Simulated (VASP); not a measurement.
An input for Quantum ESPRESSO's pw.x (written as the equivalent of a VASP run, and not itself run):

```
&CONTROL
  calculation = 'scf'
  pseudo_dir = './pseudo'
  outdir = './out'
  tprnfor = .true.
  tstress = .true.
/
&SYSTEM
  ibrav = 0
  nat = 4
  ntyp = 2
  ecutwfc = 84
  occupations = 'smearing'
  smearing = 'gaussian'
  degauss = 0.003675
  input_dft = 'pbe'
/
&ELECTRONS
  conv_thr = 7.3e-08
  electron_maxstep = 100
/
ATOMIC_SPECIES
  Sn 118.710 Sn.upf
  O 15.999 O.upf
CELL_PARAMETERS angstrom
     3.8677918    0.0000000    0.0000000
     0.0000000    3.8677918   -0.0000000
     0.0000000    0.0000000    5.0526422
ATOMIC_POSITIONS crystal
  Sn   0.5000000  1.0000000  0.7698231
  Sn   1.0000000  0.5000000  0.2301769
  O    0.5000000  0.5000000  1.0000000
  O    0.0000000  0.0000000  0.0000000
K_POINTS automatic
  5 5 4 0 0 0
```

Translate this input to VASP (INCAR, KPOINTS, POSCAR, choice of POTCAR).

This is not unique; one that fits is 
### INCAR
```
PREC  =  Accurate
LREAL  =  .False.
GGA  =  PE   ! PBE
LMAXMIX  =  4   ! l cut-off of mixed one-centre charges
ISMEAR  =  0   ! Gaussian
ALGO  =  Normal
EDIFF  =  1E-6   ! SCF stop (eV)
LASPH  =  .True.   ! aspherical one-centre terms
NELM  =  100   ! most electronic steps
SYSTEM  =  SnO
SIGMA  =  0.05   ! width (eV)
ENCUT  =  520
LWAVE  =  .False.
LCHARG  =  .True.
```

### KPOINTS
```
kpoints
0
G
  5 5 4
0 0 0
```

POSCAR:
```
SnO
10.1052840
  0.3827494382   0.0000000000   0.0000000000
  0.0000000000   0.3827494382   0.0000000000
  0.0000000000   0.0000000000   0.5000000238
Sn O
2 2
Cart
  0.1913747191   0.3827494382   0.3849115699
  0.3827494382   0.1913747191   0.1150884538
  0.1913747191   0.1913747191   0.5000000238
  0.0000000000   0.0000000000   0.0000000000
```

POTCAR, in this order: Sn_d O (PBE.64 set). Program: vasp_std.

The two are equivalent in intent, not identical: the potentials are each code's own (VASP's PAW set, PseudoDojo norm-conserving files in pw.x), so ENCUT and ecutwfc are chosen apart and not converted; conv_thr bounds pw.x's estimated SCF error, while EDIFF bounds the energy change between steps.

The compound is SnO in the litharge structure. It was relaxed first, which changed the volume by +8 %.
